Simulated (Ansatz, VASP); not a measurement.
**Cross-check of HfS2 (HfS2 monolayer (from P-3m1)) between VASP and Ansatz**

Aim: how closely do two programs agree when they are given the same cell, functional and k mesh? The structure shown is the start of the Ansatz relaxation below; VASP solves that cell, so the two are compared at the walk's first step.

Main program and level: Ansatz 0.2.0; plane waves, with VASP 6.6.1 beside it; single point at PBEsol.

### 1. Starting point

The cell holds 3 atoms: 1 Hf and 2 S. Its edges and angles: a = 3.640 Å, b = 3.640 Å, c = 29.518 Å, α = 90.0°, β = 90.0°, γ = 120.0°. Vacuum lies along c. The height across the vacuum is the one that the program set for its solve, not the one typed.

### 2. Ansatz: relaxation, PBEsol

Ansatz runs on its default PAW (the set named soft_2) files.

The two programs are compared at the cell with which this relaxation starts, whose forces are those of its first step.

input.yaml reads:

```yaml
crystal:
  lattice:
    - [3.639664, 0.0, 0.0]
    - [-1.819832, 3.152042, 0.0]
    - [0.0, 0.0, 26.858806]
  atoms:
    - { symbol: Hf, position: [1.0, 1.0, 0.5] }
    - { symbol: S, position: [0.6666667, 0.3333333, 0.5532192] }
    - { symbol: S, position: [0.3333333, 0.6666667, 0.4467808] }
  periodic: [true, true, false]
basis:
  ecutwfc: 420
  xc_grid: 2
hamiltonian:
  xc: pbesol
kpoints:
  mp_grid: { grid: [10, 10, 1] }
scf:
  occupations: { method: fermi_dirac, width: 0.02 }
  max_iter: 80
relax:
  f_tol: 0.005
  max_steps: 60
  cell: {}
output:
  forces: true
checkpoint:
  write: "../cell.run"
  compress: false
  write_wavefunctions: false
  write_every: 100000
```

Started as:

```bash
$ ansatz run input.yaml --threads 4 --pin off --max-ram 9420MiB --backend cpu --events-out ev --progress --plain --runs-dir out
```

Numbers of over 12 decimals in the logs are rounded to 6 here.

What it wrote:

```text
Warning: crystal.periodic: the lattice vector that does not repeat stood 0.000° off the slab's normal, 26.859 Å along it as the deck builds it. The run solves the slab on a vector along the normal, 29.518 Å long, with every atom where it was (on the deck's vector they left 24.00 Å outside them, and the widest stretch free of ions among them is 1.43 Å). A fractional position that the run reports is one of the run's ce [...]
crystal.periodic: the lattice vector that does not repeat stood 0.000° off the slab's normal, 26.859 Å along it as the deck builds it. The run solves the slab on a vector along the normal, 29.518 Å long, with every atom where it was (on the deck's vector they left 24.00 Å outside them, and the widest stretch free of ions among them is 1.43 Å). A fractional position that the run reports is one of the run's cell, which [...]
Engine: ansatz 0.2.0, aarch64-unknown-linux-gnu
Pseudopotentials: kind: paw
Pseudopotential: Hf, paw, valence charge 26, recommended cutoff 420 eV (normal), Hf.paw.azcp
Pseudopotential: S, paw, valence charge 6, recommended cutoff 420 eV (normal), S.paw.azcp
Functional definition: PBEsol
  exchange = pbesol_x
  correlation = pbesol_c
Crystal: 3 atoms, lattice volume = 338.637 Å³
Basis set: ecut = 420 eV, 6519 PW (Γ), exchange–correlation on 50×50×400 points (8 copies of the dense FFT grid, shifted against one another)
Bands: 23, of which v1, the nominal top of the filled ones, is band 19 counted from 1 (18 counted from 0)
Symmetry: 12 space group operations
Space group: P-3m1 (ITA 164), of the structure as read, at distance tolerance 7.0e-5 Å
k-points: 14 of 100
Non-local potential: Hf, projectors of the file, l = 0: 3, l = 1: 2, l = 2: 2, l = 3: 3
Non-local potential: S, projectors of the file, l = 0: 2, l = 1: 2, l = 2: 2
PAW form: soft (Blöchl's): semilocal exchange-correlation on the pseudo side does not see the compensation charge
PAW frozen core: Hf, regenerated for the run's functional, and the local potential with it (the file was generated under x = pbe(κ = 0.804, μ = 0.219515), c = pbe(β = 0.066725))
PAW frozen core: S, regenerated for the run's functional, and the local potential with it (the file was generated under x = pbe(κ = 0.804, μ = 0.219515), c = pbe(β = 0.066725))
PAW one-centre angular grid: Hf, 590 points (default); XC on 64 Gauss nodes
PAW one-centre angular grid: S, 110 points (default); XC on 64 Gauss nodes
Initial density: superposition of atomic densities (neutral atoms: chi_scale 0, normalization atom), corrected by the library's trained network
Initial wavefunctions: pseudopotential atomic-orbital guess
Functional: x = pbesol(κ = 0.804, μ = 0.123457), c = pbesol(β = 0.046)
SCF iter   1: F=—  HF=-17372.537977 eV  |F-HF|=—  |Δ(HF+E_count)|=         —  Δρ=2.61e-3  dr2=4.48e-2  ethr=1.77e-3  ⟨swp⟩=13.9  Hψ=2446  notcnv=0
[...]
Initial density: handed on by an earlier stage of this run
Initial wavefunctions: those handed on with the density
iter 1 solved again at ethr=6.69e-6 eV; its pass at ethr=3.10e-3 eV (dr2=2.54e-3 eV) is discarded
SCF iter   1: F=—  HF=-17372.540218 eV  |F-HF|=—  |Δ(HF+E_count)|=         —  Δρ=6.28e-4  dr2=2.67e-3  ethr=6.69e-6  ⟨swp⟩=4.0  Hψ=2951  notcnv=0
preconditioner: auto → none  [insulator: Δε(μ)=1.092 eV  Ē_g=11.667 eV  σ=0.020 eV  W_gap=1.00  n_scr=16 (ndim 8)  ℏωp=11.2 eV  f_vac=0.781  D(μ)=0.00/eV (n_scr^D=0)  ε∞_Penn≈1.9]
SCF iter   2: F=—  HF=-17372.539864 eV  |F-HF|=—  |Δ(HF+E_count)|=   3.54e-4  Δρ=4.16e-4  dr2=1.83e-3  ethr=6.69e-6  ⟨swp⟩=2.7  Hψ=514  notcnv=0
SCF iter   3: F=—  HF=-17372.539534 eV  |F-HF|=—  |Δ(HF+E_count)|=   3.30e-4  Δρ=1.97e-4  dr2=2.34e-4  ethr=4.82e-6  ⟨swp⟩=2.7  Hψ=527  notcnv=0
SCF iter   4: F=—  HF=-17372.539500 eV  |F-HF|=—  |Δ(HF+E_count)|=   3.43e-5  Δρ=7.30e-5  dr2=1.63e-5  ethr=6.15e-7  ⟨swp⟩=2.6  Hψ=526  notcnv=0
SCF iter   5: F=—  HF=-17372.539500 eV  |F-HF|=—  |Δ(HF+E_count)|=   1.34e-7  Δρ=2.19e-5  dr2=8.70e-7  ethr=4.28e-8  ⟨swp⟩=3.1  Hψ=720  notcnv=0
SCF iter   6: F=-17372.539500 eV  HF=-17372.539500 eV  |F-HF|=8.63e-8  |Δ(HF+E_count)|=   2.24e-7  Δρ=3.53e-6  dr2=3.71e-8  ethr=7.89e-10  ⟨swp⟩=7.1  Hψ=1680  notcnv=0
SCF 2 converged in 6 iterations: F = -17372.539500 eV  dr2 = 3.71e-8
relax step   2: F+E_penalty+E_count = -17372.53950016 eV  Δ(F+E_penalty+E_count) = -9.618e-3 eV  max|allowed force component| = 3.900e-2 eV/Å  Δτ_max = 0.0196 Å  P = -0.086 N/m  Ω = 330.722 Å³  energy of the carried Pulay correction = +2.228e-4 eV  fix = [c, alpha, beta]  reactions: c -0.000 N/m  (6 SCF iters, dr2 threshold 3.00e-7 eV, accepted)
[...]
relax step   3: F+E_penalty+E_count = -17372.53934814 eV  Δ(F+E_penalty+E_count) = +1.520e-4 eV  max|allowed force component| = 5.814e-2 eV/Å  Δτ_max = 0.0081 Å  P = +0.136 N/m  Ω = 330.771 Å³  energy of the carried Pulay correction = +2.214e-4 eV  fix = [c, alpha, beta]  (6 SCF iters, dr2 threshold 9.51e-8 eV, rejected (line search))
[...]
relax step   4: F+E_penalty+E_count = -17372.53962392 eV  Δ(F+E_penalty+E_count) = -1.238e-4 eV  max|allowed force component| = 8.845e-5 eV/Å  Δτ_max = 0.0033 Å  P = -0.001 N/m  Ω = 330.765 Å³  energy of the carried Pulay correction = +2.216e-4 eV  fix = [c, alpha, beta]  reactions: c -0.000 N/m  (8 SCF iters, accepted)
[...]
relax step   5: F+E_penalty+E_count = -17372.53940514 eV  Δ(F+E_penalty+E_count) = +2.188e-4 eV  max|allowed force component| = 5.513e-5 eV/Å  Δτ_max = 0.0000 Å  P = -0.001 N/m  Ω = 330.765 Å³  fix = [c, alpha, beta]  reactions: c -0.000 N/m  stress off target by 1.11e-3 N/m on what of the cell is left free  SCF on the basis re-selected at this cell (its energy is not comparable with the rows above)  (7 SCF iters)
basis re-selected at this cell: Δ(F+E_penalty+E_count) = +2.188e-4 eV, ΔP = -0.000 N/m vs the last step (what re-selecting the basis moved, of the pressure what is left beyond the Pulay correction that the steps carried, after the strain that the cell walked since its last selection, with what the two solves' SCF thresholds leave and, on support functions, any second-order correction that the steps lacked; it is no m [...]
SCF converged after 7 iterations
Free energy (F): -17372.539405 eV
Harris-Foulkes:  -17372.539405 eV  (|F-HF|=1.09e-11)
Internal energy: -17372.539405 eV  (E = F + TS)
E sigma→0 (E₀):  -17372.539405 eV
Fermi energy:    -5.749375 eV
--- Per-component energies (eV) ---
  E_band       = -787.598081
  E_kinetic    = 634.891728
  E_local      = -79603.890804  (includes V_loc(G=0)·N_el)
  E_nonlocal   = -1180.780603
  E_hartree    = 39195.411434
  E_xc         = -489.580625
  E_vxc        = -440.151672  (∫ρ·V_xc dr)
  E_paw        = -7974.935006  (= ΣΔE_a)
  E_vpaw       = 1411.510439  (= ΣTr[D̂ρ^β])
  E_aug_tail   = 0.000002  (compensation charges beyond the density's cutoff)
  E_ewald      = 32044.969478
  E_core_change = 1.374990  (= ΣΔE_core)
  E_smearing   = -0.000000  (= −TS)
  E_closure    = -0.000000  (closes the sum)
  Σ components = -17372.539405   (vs F -17372.539405, Δ=0.00e0)
--- Forces (eV/Å), atoms counted from 1 ---
  atom   1  Hf    -0.00000000    -0.00000000     0.00000000
  atom   2  S     -0.00000000     0.00000000     0.00005513
  atom   3  S      0.00000000    -0.00000000    -0.00005513
  max |Σ_I F_I| component: 6.73e-29 eV/Å
--- 2D stress c σ (N/m, compression-positive) ---
       -0.001113       0.000000      -0.000000
        0.000000      -0.001113      -0.000000
       -0.000000      -0.000000      -0.000000
  P = ½ c Tr σ = -0.0011 N/m
--- Relaxed structure (4 steps of the walk, 3 accepted, 1 SCFs on fresh bases) ---
  F+E_penalty+E_count = -17372.53940514 eV   max|allowed force component| = 5.513e-5 eV/Å   (the final SCF, on the basis selected at the relaxed cell)
  cell:  # Å, volume = 330.7649 Å³
    - [3.597110, 0.0, 0]
    - [-1.798555, 3.115189, 0]
    - [0, 0, 29.517617]
  atoms:
    - { symbol: Hf, position: [1.000000, 1.000000, 0.454962] }
    - { symbol: S, position: [0.666667, 0.333333, 0.503939] }
    - { symbol: S, position: [0.333333, 0.666667, 0.405986] }
```

### 3. VASP: single point, PBEsol, start cell

The same cell, functional, mesh and smearing now go to VASP, with its own data sets.

Lines of VASP's logs that name or quote its potential files are left out, and so is its time.

INCAR reads:

```
SYSTEM = HfS2
PREC = Accurate
ENCUT = 400
EDIFF = 1E-06
NELM = 120
ISMEAR = -1
SIGMA = 0.02
LREAL = .FALSE.
ALGO = Normal
GGA = PS
NBANDS = 17
LASPH = .TRUE.
LORBIT = 11
LWAVE = .FALSE.
LCHARG = .FALSE.
ISIF = 2
LDIPOL = .TRUE.
IDIPOL = 3
DIPOL = 0.5 0.5 0.455
LVHAR = .TRUE.
GGA_COMPAT = .FALSE.
EFERMI = MIDGAP
NELMDL = -8
```

POSCAR reads:

```
HfS2
1.0
    3.6396640000      0.0000000000      0.0000000000
   -1.8198320000      3.1520420000      0.0000000000
    0.0000000000      0.0000000000     29.5176170000
Hf S
1 2
Direct
    0.0000000000      0.0000000000      0.4549623027
    0.6666667195      0.3333334391      0.5033877565
    0.3333332805      0.6666665609      0.4065368488
```

KPOINTS reads:

```
Automatic mesh
0
Gamma
10 10 1
0 0 0
```

Potentials, in the order of the species: Hf_pv and S (PBE family, release 64).

Started as:

```bash
$ mpirun -np 1 vasp_std
```

What it wrote:

```text
[banner, memory and clock lines left out]
running    1 mpi-ranks, on    1 nodes
 distrk:  each k-point on    1 cores,    1 groups
 distr:  one band on    1 cores,    1 groups

 POSCAR found type information on POSCAR HfS
 POSCAR found :  2 types and       3 ions
|                                                                             |
|               ----> ADVICE to this user running VASP <----                  |
|                                                                             |
|     You enforced a specific xc type in the INCAR file but a different       |
|     [... a line on the potential file left out ...]
|     I HOPE YOU KNOW WHAT YOU ARE DOING!                                     |
|                                                                             |

 LDA part: xc-table for (Slater+PW92), standard interpolation
 POSCAR, INCAR and KPOINTS ok, starting setup
 FFT: planning ... GRIDC
 FFT: planning ... GRID_SOFT
 FFT: planning ... GRID
 WAVECAR not read
 entering main loop
       N       E                     dE             d eps       ncg     rms          rms(c)
DAV:   1     0.105982754106E+03    0.10598E+03   -0.84594E+03   588   0.754E+02
DAV:   2    -0.111994048177E+02   -0.11718E+03   -0.11388E+03   625   0.159E+02
DAV:   3    -0.255269191621E+02   -0.14328E+02   -0.14279E+02   642   0.570E+01
DAV:   4    -0.257525010024E+02   -0.22558E+00   -0.22507E+00   670   0.902E+00
DAV:   5    -0.257588355716E+02   -0.63346E-02   -0.63306E-02   679   0.142E+00
DAV:   6    -0.257591071809E+02   -0.27161E-03   -0.27153E-03   695   0.290E-01
DAV:   7    -0.257591215694E+02   -0.14388E-04   -0.14379E-04   688   0.632E-02
DAV:   8    -0.257591223356E+02   -0.76623E-06   -0.76626E-06   688   0.141E-02    0.504E+01
DAV:   9    -0.241467456894E+02    0.16124E+01   -0.45653E+00   565   0.101E+01    0.370E+01
DAV:  10    -0.241475553385E+02   -0.80965E-03   -0.22903E+00   624   0.856E+00    0.839E+00
DAV:  11    -0.240174288655E+02    0.13013E+00   -0.58007E-01   571   0.426E+00    0.266E+00
DAV:  12    -0.240166817952E+02    0.74707E-03   -0.44667E-02   684   0.126E+00    0.600E-01
DAV:  13    -0.240163785136E+02    0.30328E-03   -0.48678E-03   639   0.359E-01    0.353E-01
DAV:  14    -0.240160904910E+02    0.28802E-03   -0.62912E-04   727   0.133E-01    0.130E-01
[...]
DAV:  18    -0.240165893443E+02   -0.12714E-03   -0.10687E-05   632   0.134E-02    0.140E-02
DAV:  19    -0.240166304808E+02   -0.41136E-04   -0.31046E-06   642   0.651E-03    0.167E-02
DAV:  20    -0.240166863458E+02   -0.55865E-04   -0.28921E-06   609   0.610E-03    0.763E-03
DAV:  21    -0.240166991027E+02   -0.12757E-04   -0.41993E-07   574   0.228E-03    0.453E-03
DAV:  22    -0.240167217589E+02   -0.22656E-04   -0.80285E-07   461   0.249E-03    0.681E-04
DAV:  23    -0.240167260251E+02   -0.42662E-05   -0.78749E-08   534   0.857E-04    0.555E-04
DAV:  24    -0.240167322090E+02   -0.61838E-05   -0.25949E-07   501   0.117E-03    0.129E-03
DAV:  25    -0.240167330579E+02   -0.84898E-06   -0.13789E-08   559   0.355E-04
   1 F= -.24016733E+02 E0= -.24016733E+02  d E =-.149253E-14
```

OUTCAR, selected parts (step 3):

```text
ion  position               nearest neighbor table
   1  0.000  0.000  0.455-   2 2.54   3 2.54   2 2.54   2 2.54   3 2.54   3 2.54
   2  0.667  0.333  0.503-   1 2.54   1 2.54   1 2.54
   3  0.333  0.667  0.407-   1 2.54   1 2.54   1 2.54

  LATTYP: Found a hexagonal cell.
 ALAT       =     3.6396640000
 C/A-ratio  =     8.1099840535

 Subroutine GETGRP returns: Found 12 space group operations
 (whereof  6 operations were pure point group operations)

The static configuration has the point symmetry C_3v.
 The point group associated with its full space group is D_3d.

 Found     14 irreducible k-points:

   k-points           NKPTS =     14   k-points in BZ     NKDIM =     14   number of bands    NBANDS=     17

   dimension x,y,z NGX =    24 NGY =   24 NGZ =  196
   dimension x,y,z NGXF=    48 NGYF=   48 NGZF=  392

   ENCUT  =  400.0 eV  29.40 Ry    5.42 a.u.   5.94  5.94 48.14*2*pi/ulx,y,z

   NELECT =      22.0000    total number of electrons

 k-points in reciprocal lattice and weights: Automatic mesh
   0.00000000  0.00000000  0.00000000       0.010
   0.10000000  0.00000000  0.00000000       0.060
   0.20000000  0.00000000  0.00000000       0.060
   0.30000000  0.00000000  0.00000000       0.060
   0.40000000  0.00000000  0.00000000       0.060
   0.50000000  0.00000000  0.00000000       0.030
   0.10000000  0.10000000  0.00000000       0.060
   0.20000000  0.10000000  0.00000000       0.120
   0.30000000  0.10000000  0.00000000       0.120
[...]
0.40000000  0.20000000  0.00000000       0.060
   0.30000000  0.30000000  0.00000000       0.060

 dipolmoment           0.000000      0.000000      0.000004 electrons x Angstroem

 average (electrostatic) potential at core
       1 -46.5610       2 -94.8514       3 -94.8514

 E-fermi :  -3.8903

 k-point     1 :       0.0000    0.0000    0.0000
  band No.  band energies     occupation
    ...
      7      -7.1935      2.00000
      8      -7.1935      2.00000
      9      -5.3667      2.00000
     10      -4.5197      2.00000
     11      -4.5197      2.00000
     12      -2.5098      0.00000
     13      -2.5098      0.00000
     14      -1.7162      0.00000
     15       0.8541      0.00000
     16       1.2949      0.00000
    ...

 k-point     2 :       0.1000    0.0000    0.0000
  band No.  band energies     occupation
    ...
      7      -7.4243      2.00000
      8      -7.1313      2.00000
      9      -5.2342      2.00000
     10      -5.1310      2.00000
     11      -4.7996      2.00000
     12      -2.4889      0.00000
     13      -2.1548      0.00000
     14      -1.4798      0.00000
     15       0.6680      0.00000
     16       1.1975      0.00000
    ...

 k-point     3 :       0.2000    0.0000    0.0000
  band No.  band energies     occupation
    ...
      7      -7.7594      2.00000
      8      -6.9915      2.00000
      9      -6.4396      2.00000
     10      -5.2579      2.00000
     11      -4.9321      2.00000
     12      -2.7233      0.00000
     13      -1.5080      0.00000
     14      -1.0271      0.00000
     15       0.3816      0.00000
     16       1.1926      0.00000
    ...

  Total       -1.0711387     -1.0711391     -0.2826013      0.0000000     -0.0000000      0.0000000
  in kB       -5.0678262     -5.0678279     -1.3370577      0.0000000     -0.0000000      0.0000000
  external PRESSURE =      -3.8242373 kB  Pullay stress =       0.0000000 kB

  energy-cutoff  :      400.00
  volume of cell :      338.64
      direct lattice vectors                 reciprocal lattice vectors
     3.639664000  0.000000000  0.000000000     0.274750636  0.158627328  0.000000000
    -1.819832000  3.152042000  0.000000000     0.000000000  0.317254656  0.000000000
     0.000000000  0.000000000 29.517617000     0.000000000  0.000000000  0.033878074

 POSITION                                       TOTAL-FORCE (eV/Angst)
 -----------------------------------------------------------------------------------
      0.00000      0.00000     13.42940         0.000000      0.000000     -0.000000
      1.81983      1.05068     14.85881         0.000000      0.000000     -0.090062
      0.00000      2.10136     12.00000        -0.000000     -0.000000      0.090062
 -----------------------------------------------------------------------------------
    total drift:                               -0.000000      0.000000      0.000013

  FREE ENERGIE OF THE ION-ELECTRON SYSTEM (eV)
  ---------------------------------------------------
  free  energy   TOTEN  =       -24.0167330579 eV

  energy  without entropy=      -24.0167330579  energy(sigma->0) =      -24.01673306

 vacuum level on the upper side and lower side of the slab         1.875         1.875

 total charge
# of ion       s       p       d       tot
------------------------------------------
    1        0.313   6.532   1.450   8.295
    2        1.335   2.410   0.000   3.745
    3        1.335   2.410   0.000   3.745
--------------------------------------------------
tot          2.983  11.352   1.450  15.784

[... 3 further parts left out ...]
```

Harder data sets than Hf_pv exist (the GW ones), and pressures, volumes and forces can shift noticeably with them.

### 4. Comparison

Known differences besides the potentials themselves: Ansatz cuts the interaction across the vacuum, VASP repeats the sheet with a dipole correction; the data sets hold 38 valence electrons in Ansatz (on its default PAW (the set named soft_2) files) and 22 in VASP; the cutoff is 420 eV in Ansatz and 400 eV in VASP; Ansatz makes its cores anew for this functional, VASP keeps those of its PBE data sets. Total energies have different zeros and are not compared.

Forces (eV/Å; atoms numbered as in POSCAR):

| atom | Ansatz x, y, z | VASP x, y, z |
| --- | --- | --- |
| Hf1 | 0.000, 0.000, 0.000 | 0.000, 0.000, 0.000 |
| S2 | 0.000, 0.000, -0.040 | 0.000, 0.000, -0.090 |
| S3 | 0.000, 0.000, 0.040 | 0.000, 0.000, 0.090 |

The forces differ by 23 meV/Å r.m.s., which is 55.3 % of the r.m.s. force of 0.042 eV/Å (both taken over all components). With vacuum in the cell, a pressure given here is an average over mostly empty space and none of the material.

### 5. Outcome

```yaml
r_m_s_force_difference_single_point_pbesol_start_cell: 23 meV/Å
```

**Reading.** The r.m.s. force difference is 23 meV/Å (single point, PBEsol, start cell), beyond the 12 meV/Å picked in this series as the mark of a large difference. The data sets hold unlike numbers of valence electrons (38 in Ansatz and 22 in VASP), so part of the differences comes from the potentials. What causes the difference of the single point, PBEsol, start cell pair stays open here. 1 further run of this series is not shown here. Such differences can come from data sets, numerical settings and the points named under the comparisons, not from the functional's error against experiment.

[Lines on the potential files, build, host, timing and source positions are cut from VASP's logs without a mark.]

[Logs are printed without paths, hosts, clocks, repeated set-up lines and the standing remarks that a program may print on its own settings, such as how far it seeks lower states.]

[Hosts, paths, dates, database ids (printed as entryN), source tags and the programs' standing remarks are cut or masked in the printed files.]
